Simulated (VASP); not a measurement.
Here is the system:

```
CELL_PARAMETERS angstrom
      0.00000     2.95698     2.95698
      2.95698     0.00000     2.95698
      2.95698     2.95698     0.00000
ATOMIC_POSITIONS crystal
  Cd 0.00000 0.00000 0.00000
  S  0.25000 0.25000 0.25000
```

Calculation: AM05 GGA, VASP's PBE PAW potentials (set 64) (plane waves; VASP). Numerical set-up: 520 eV cut-off, 8×8×8 Γ-centred mesh, Gaussian smearing of 0.050 eV, potentials Cd S.

### Question
The job: CdS (zinc blende), 2 atoms, AM05, static run, 520 eV, 8×8×8 Γ-centred mesh. Roughly how much core time does it take on a busy server core?

### Answer
About 10 core-seconds (one run on a shared machine, a rough figure). It had 29 irreducible k-points, 13 bands, up to 1411 plane waves and 15 electronic steps.

The compound is CdS in the zinc blende structure, a metastable form; wurtzite is the usual one. This cell is one point of a volume scan, at 1.03 of the reference volume.
